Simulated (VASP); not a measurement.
# Ni (Fm-3m) in VASP: a series of runs, part 2 of 2

VASP 6.6.1. Earlier steps stand in the parts before.

## (3) Single point, PBE+D3(BJ), collinear spin, ferromagnetic start (a relaxed cell with its volume scaled by 0.94)

INCAR reads:

```
  PREC = Accurate
  ENCUT = 520
  EDIFF = 1E-7
  ISMEAR = 0
  SIGMA = 0.1
  LREAL = F
  LASPH = T
  NELM = 100
  ALGO = Normal
  ISIF = 2
  LWAVE = F
  LCHARG = F
  ISPIN = 2
  MAGMOM = 0.8
  LORBIT = 11
  LMAXMIX = 4
  GGA = PE
  IVDW = 12
```

KPOINTS reads:

```
Automatic mesh
0
Gamma
  20 20 20
```

POSCAR reads:

```
Ni                                      
1.0
    0.0000000000      1.7031553804      1.7031553804
    1.7031553804     -0.0000000000      1.7031553804
    1.7031553804      1.7031553804     -0.0000000000
  Ni            
     1
Direct
     0.0000000000000000    0.0000000000000000    0.0000000000000000
```

Potentials or basis: VASP PAW PBE potentials, release 64 (Ni).

Started as:

```console
cat potpaw_PBE.64/Ni/POTCAR > POTCAR
mpirun -np 1 vasp_std > vasp.out
```

OUTCAR:

```text
PREC = Accurate
   ENCUT = 520
   EDIFF = 1E-7
   ISMEAR = 0
   LREAL = F
   LASPH = T
   NELM = 100
   ISIF = 2
   ISPIN = 2
   LORBIT = 11
   GGA = PE
   IVDW = 12
 IVDW          = 12

 ion  position               nearest neighbor table
   1  0.000  0.000  0.000-

  LATTYP: Found a face centered cubic cell.
 ALAT       =     3.4063107608

  Lattice vectors:

 A1 = (   0.0000000000,   1.7031553804,   1.7031553804)
 A2 = (   1.7031553804,   0.0000000000,   1.7031553804)
 A3 = (   1.7031553804,   1.7031553804,   0.0000000000)

Analysis of symmetry for initial positions (statically):
=====================================================================
 Subroutine PRICEL returns:
 Original cell was already a primitive cell.

 Routine SETGRP: Setting up the symmetry group for a
 face centered cubic supercell.

 Subroutine GETGRP returns: Found 48 space group operations
 (whereof 48 operations were pure point group operations)
 out of a pool of 48 trial point group operations.

The static configuration has the point symmetry O_h .

Analysis of symmetry for dynamics (positions and initial velocities):
=====================================================================
 Subroutine PRICEL returns:
 Original cell was already a primitive cell.

 Routine SETGRP: Setting up the symmetry group for a
 face centered cubic supercell.

 Subroutine GETGRP returns: Found 48 space group operations
 (whereof 48 operations were pure point group operations)
 out of a pool of 48 trial point group operations.

The dynamic configuration has the point symmetry O_h .

Analysis of structural, dynamic, and magnetic symmetry:
=====================================================================
 Subroutine PRICEL returns:
 Original cell was already a primitive cell.

 Routine SETGRP: Setting up the symmetry group for a
 face centered cubic supercell.

 Subroutine GETGRP returns: Found 48 space group operations
 (whereof 48 operations were pure point group operations)
 out of a pool of 48 trial point group operations.
[... 154 lines left out ...]
 cond. band min:      10.8117292030   @ k =  -0.3000   0.3500   0.1000
 fundamental gap:      0.0030189968
 Fermi energy:        10.8116201369

 spin component 1

 k-point     1 :       0.0000    0.0000    0.0000
  band No.  band energies     occupation
      1       1.1095      1.00000
      2       8.1207      1.00000
      3       8.1207      1.00000
      4       8.1207      1.00000
      5       9.4637      1.00000
      6       9.4637      1.00000
      7      35.3472      0.00000
      8      39.9738      0.00000
      9      39.9738      0.00000
[... 265 lines left out ...]
 k-point    24 :      -0.3500    0.0500    0.0000
  band No.  band energies     occupation
      1       5.1042      1.00000
      2       8.2056      1.00000
      3       8.2686      1.00000
      4       8.3882      1.00000
      5       9.8562      1.00000
      6      10.2526      1.00000
      7      20.7612      0.00000
      8      33.5401      0.00000
      9      36.2758      0.00000

 [... further k-points ...]

 spin component 2

 k-point     1 :       0.0000    0.0000    0.0000
  band No.  band energies     occupation
      1       1.0840      1.00000
      2       8.8569      1.00000
      3       8.8569      1.00000
      4       8.8569      1.00000
      5      10.0425      1.00000
      6      10.0425      1.00000
      7      35.2050      0.00000
      8      39.9506      0.00000
      9      39.9506      0.00000
[... 265 lines left out ...]
 k-point    24 :      -0.3500    0.0500    0.0000
  band No.  band energies     occupation
      1       5.3311      1.00000
      2       8.7220      1.00000
      3       8.8399      1.00000
      4       8.8866      1.00000
      5      10.5750      0.99959
      6      10.9364      0.03883
      7      21.0214      0.00000
      8      33.4951      0.00000
      9      36.3113      0.00000

 [... further k-points ...]

------------------------ aborting loop because EDIFF is reached ----------------------------------------

 Edisp (eV)   -0.51094

 E8    (eV) :    -0.2211

  FORCE on cell =-STRESS in cart. coord.  units (eV):
  Direction    XX          YY          ZZ          XY          YZ          ZX
  --------------------------------------------------------------------------------------
  -------------------------------------------------------------------------------------
  Total       0.96554     0.96554     0.96554    -0.00000     0.00000     0.00000
  in kB     156.56199   156.56199   156.56199    -0.00000     0.00000     0.00000
  external pressure =      156.56 kB  Pullay stress =        0.00 kB

 VOLUME and BASIS-vectors are now :
 -----------------------------------------------------------------------------
  energy-cutoff  :      520.00
  volume of cell :        9.88
      direct lattice vectors                 reciprocal lattice vectors
     0.000000000  1.703155380  1.703155380    -0.293572745  0.293572745  0.293572745
     1.703155380  0.000000000  1.703155380     0.293572745 -0.293572745  0.293572745
     1.703155380  1.703155380  0.000000000     0.293572745  0.293572745 -0.293572745

 POSITION                                       TOTAL-FORCE (eV/Angst)
 -----------------------------------------------------------------------------------
      0.00000      0.00000      0.00000        -0.000000     -0.000000     -0.000000
 -----------------------------------------------------------------------------------
    total drift:                                0.000000     -0.000000      0.000000

  FREE ENERGIE OF THE ION-ELECTRON SYSTEM (eV)
  ---------------------------------------------------
  free  energy   TOTEN  =        -5.9170844921 eV

  energy  without entropy=       -5.9093126170  energy(sigma->0) =       -5.91319855

 total charge

# of ion       s       p       d       tot
------------------------------------------
    1        0.542   0.591   8.366   9.499

 magnetization (x)

# of ion       s       p       d       tot
------------------------------------------
    1       -0.006  -0.026   0.650   0.617
```

stdout:

```text
POSCAR found type information on POSCAR Ni
 POSCAR found :  1 types and       1 ions
 scaLAPACK will be used
 LDA part: xc-table for (Slater+PW92), standard interpolation
 POSCAR, INCAR and KPOINTS ok, starting setup
 FFT: planning ... GRIDC
 FFT: planning ... GRID_SOFT
 FFT: planning ... GRID
 WAVECAR not read
 entering main loop
```

It took 28 s on 1 thread of AMD EPYC 9R14 (Zen 4), shared host; peak memory 0.13 GiB.

What came out:

- Free energy: -5.9171 eV
- Pressure: 15.7 GPa
- Band gap on the k mesh: none (metal or under the smearing width)
- Net moment: 0.61 μB per cell
- Site moments: Ni +0.62 μB
- Valence electrons inside the program's atomic spheres: Ni 9.50
- Dispersion energy per atom: -0.511 eV

Levels at points of the mesh, in eV from the Fermi level:
Spin up:
```
           k point  band 2  band 3  band 4  band 5  band 6  band 7  band 8  band 9
(0.00, 0.00, 0.00)   -2.69   -2.69   -2.69   -1.35   -1.35   24.54   29.16   29.16
(0.50, 0.00, 0.00)   -2.69   -2.69   -0.58   -0.58   -0.47    6.39   22.98   26.40
(0.50, 0.50, 0.00)   -4.73   -0.53   -0.42   -0.42    2.51   10.11   15.75   15.75
```
Spin down:
| k point | band 1 | band 2 | band 3 | band 4 | band 5 | band 6 | band 7 | band 8 | band 9 |
| --- | --- | --- | --- | --- | --- | --- | --- | --- | --- |
| (0.00, 0.00, 0.00) | -9.73 | -1.95 | -1.95 | -1.95 | -0.77 | -0.77 | 24.39 | 29.14 | 29.14 |
| (0.50, 0.00, 0.00) | -4.97 | -2.08 | -2.08 | -0.52 | 0.17 | 0.17 | 6.82 | 22.85 | 26.49 |
| (0.50, 0.50, 0.00) | -4.93 | -4.14 | 0.08 | 0.43 | 0.43 | 2.49 | 10.36 | 15.77 | 15.77 |

Caveat: so large a pressure means that the cell lies far from this level's equilibrium, or that cutoff or potentials fall short; pairwise dispersion overbinds metals, which lowers pressure and volume.

## (4) Single point, PBE+D3(BJ), collinear spin, ferromagnetic start (a relaxed cell with its volume scaled by 1.06)

INCAR is that of step 3.

KPOINTS is that of step 3.

POSCAR reads:

```
Ni                                      
1.0
    0.0000000000      1.7727477442      1.7727477442
    1.7727477442     -0.0000000000      1.7727477442
    1.7727477442      1.7727477442     -0.0000000000
  Ni            
     1
Direct
     0.0000000000000000    0.0000000000000000    0.0000000000000000
```

Potentials or basis: VASP PAW PBE potentials, release 64 (Ni).

Started as:

```console
cat potpaw_PBE.64/Ni/POTCAR > POTCAR
mpirun -np 1 vasp_std > vasp.out
```

OUTCAR:

```text
PREC = Accurate
   ENCUT = 520
   EDIFF = 1E-7
   ISMEAR = 0
   LREAL = F
   LASPH = T
   NELM = 100
   ISIF = 2
   ISPIN = 2
   LORBIT = 11
   GGA = PE
   IVDW = 12
 IVDW          = 12

 ion  position               nearest neighbor table
   1  0.000  0.000  0.000-

  LATTYP: Found a face centered cubic cell.
 ALAT       =     3.5454954884

  Lattice vectors:

 A1 = (   0.0000000000,   1.7727477442,   1.7727477442)
 A2 = (   1.7727477442,   0.0000000000,   1.7727477442)
 A3 = (   1.7727477442,   1.7727477442,   0.0000000000)

Analysis of symmetry for initial positions (statically):
=====================================================================
 Subroutine PRICEL returns:
 Original cell was already a primitive cell.

 Routine SETGRP: Setting up the symmetry group for a
 face centered cubic supercell.

 Subroutine GETGRP returns: Found 48 space group operations
 (whereof 48 operations were pure point group operations)
 out of a pool of 48 trial point group operations.

The static configuration has the point symmetry O_h .
[... 480 lines left out ...]
      4       7.4250      1.00000
      5       8.3924      1.00000
      6       8.3924      1.00000
      7      32.3956      0.00000
      8      36.2212      0.00000
      9      36.2212      0.00000
[... 265 lines left out ...]
 k-point    24 :      -0.3500    0.0500    0.0000
  band No.  band energies     occupation
      1       4.1954      1.00000
      2       7.2952      1.00000
      3       7.4014      1.00000
      4       7.4411      1.00000
      5       8.8550      0.99652
      6       9.1574      0.05722
      7      18.2363      0.00000
      8      30.4319      0.00000
      9      32.7584      0.00000

 [... further k-points ...]

------------------------ aborting loop because EDIFF is reached ----------------------------------------

 Edisp (eV)   -0.45178

 E8    (eV) :    -0.1952

  FORCE on cell =-STRESS in cart. coord.  units (eV):
  Direction    XX          YY          ZZ          XY          YZ          ZX
  --------------------------------------------------------------------------------------
  -------------------------------------------------------------------------------------
  Total      -0.75380    -0.75380    -0.75380     0.00000     0.00000     0.00000
  in kB    -108.39228  -108.39228  -108.39228     0.00000     0.00000     0.00000
  external pressure =     -108.39 kB  Pullay stress =        0.00 kB

 VOLUME and BASIS-vectors are now :
 -----------------------------------------------------------------------------
  energy-cutoff  :      520.00
  volume of cell :       11.14
      direct lattice vectors                 reciprocal lattice vectors
     0.000000000  1.772747744  1.772747744    -0.282048025  0.282048025  0.282048025
     1.772747744  0.000000000  1.772747744     0.282048025 -0.282048025  0.282048025
     1.772747744  1.772747744  0.000000000     0.282048025  0.282048025 -0.282048025

 POSITION                                       TOTAL-FORCE (eV/Angst)
 -----------------------------------------------------------------------------------
      0.00000      0.00000      0.00000        -0.000000     -0.000000      0.000000
 -----------------------------------------------------------------------------------
    total drift:                               -0.000000     -0.000000     -0.000000

  FREE ENERGIE OF THE ION-ELECTRON SYSTEM (eV)
  ---------------------------------------------------
  free  energy   TOTEN  =        -5.9234049701 eV

  energy  without entropy=       -5.9143973009  energy(sigma->0) =       -5.91890114

 total charge

# of ion       s       p       d       tot
------------------------------------------
    1        0.488   0.477   8.304   9.268

 magnetization (x)

# of ion       s       p       d       tot
------------------------------------------
    1       -0.007  -0.025   0.678   0.646
```

Wall time 34 s (1 thread of AMD EPYC 9R14 (Zen 4), shared host); peak memory 0.14 GiB.

Results:

| Item | Value |
| --- | --- |
| Free energy | -5.9234 eV |
| Pressure | -10.8 GPa |
| Band gap on the k mesh | none (metal or under the smearing width) |
| Net moment | 0.63 μB per cell |
| Site moments | Ni +0.65 μB |
| Valence electrons inside the program's atomic spheres | Ni 9.27 |
| Dispersion energy per atom | -0.452 eV |

Caveat: pairwise dispersion overbinds metals, which lowers pressure and volume.

## (5) The runs side by side

| cell | gap on the mesh (eV) | pressure (GPa) | moment (μB) |
| --- | --- | --- | --- |
| a relaxed cell with its volume scaled by 1.03 | none | -5.9 | 0.63 |
| a relaxed cell with its volume scaled by 0.94 | none | 15.7 | 0.61 |
| a relaxed cell with its volume scaled by 1.06 | none | -10.8 | 0.63 |

Alike in all rows: task single point; level PBE+D3(BJ); potentials or basis VASP PAW PBE potentials, release 64 (Ni); spin collinear, ferromagnetic start; k mesh 20 × 20 × 20; cutoff (eV) 520; smearing gaussian 0.1 eV.

Caveats: pairwise dispersion overbinds metals, which lowers pressure and volume; so large a pressure means that the cell lies far from this level's equilibrium, or that cutoff or potentials fall short (some runs).

Absolute energies hang on the potentials; compare differences alone.
